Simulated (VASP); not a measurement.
TiB2, 3 atoms in the cell. Symmetry: P6/mmm, No. 191, hexagonal system. Conventional cell: a = 3.025 Å, b = 3.025 Å, c = 3.222 Å, α = 90.00°, β = 90.00°, γ = 120.00°. Ti (site symmetry 6/mmm) is surrounded by 12 B at 2.38 Å. B (site symmetry -6m2) has 3 B at 1.75 Å as nearest neighbours. 

| Property | Result |
| --- | --- |
| Program | VASP 6.6.1 |
| Task | single point |
| Functional | r2SCAN |
| Potentials or basis | VASP PAW PBE potentials, release 64 (Ti_sv, B) |
| Cutoff | 520 eV |
| k mesh | 15 × 15 × 14 |
| Occupations | gaussian, width 0.1 eV |
| Spin | no spin polarisation |
| Dipole correction | no |
| Further INCAR settings | ALGO = Normal; EDIFF = 1e-07; NBANDS = 16 |

Potentials or basis: VASP PAW PBE potentials, release 64 (Ti_sv, B).

Run with:

```sh
$ cat potpaw_PBE.64/Ti_sv/POTCAR potpaw_PBE.64/B/POTCAR > POTCAR
$ cp INCAR.step1 INCAR
$ mpirun -np 1 vasp_std > vasp.out
$ cp INCAR.step2 INCAR
$ mpirun -np 1 vasp_std > vasp.out
```

Hardware: 1 thread of Intel(R) Xeon(R) 6975P-C (Granite Rapids) (shared host).

**Question.** Estimate the wall time of this run.

**Answer.** It took 2 min on 1 thread of Intel(R) Xeon(R) 6975P-C (Granite Rapids) (shared host), peak memory 0.21 GiB. Counts: scf iterations 16, k points 216.
